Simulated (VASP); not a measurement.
Here is the system:

```
BaTiO3
1.0
    4.09184     0.00000     0.00000
    0.00000     4.09184     0.00000
    0.00000     0.00000     4.09184
Ba Ti O
1 1 3
Direct
  0.50000   0.50000   0.50000
  0.00000   0.00000   0.00000
  0.50000   0.00000   0.00000
  0.00000   0.50000   0.00000
  0.00000   0.00000   0.50000
```

Method: PBE GGA, VASP's PBE PAW potentials (set 64) (plane waves; VASP 6.6.1). Settings: 400 eV cut-off, 6×6×6 Γ-centred mesh, Gaussian smearing of 0.010 eV, potentials Ba_sv Ti_sv O.

At this cut-off the stress carries a Pulay error, which pulls relaxed volumes low. Unless said otherwise, spin-orbit coupling is left out, though it shifts the bands of the heavy elements here.

Q: What does the run give for the energy per atom (σ→0), pressure, band gap (on the k-mesh) with the smallest direct gap where there is one?

A: 
```
Property                                      Value
-----------------------------------  --------------
band gap (on the k-mesh)                    1.61 eV
smallest direct gap (on the k-mesh)         1.82 eV
energy per atom (σ→0)                -7.995 eV/atom
pressure                                 -10.90 GPa
```

Total energies compare only between runs with the same potentials, cut-off and functional.

The structure comes from a computed database's BaTiO3 entry; how it stands against other phases isn't given here. The cell was not relaxed at this level.
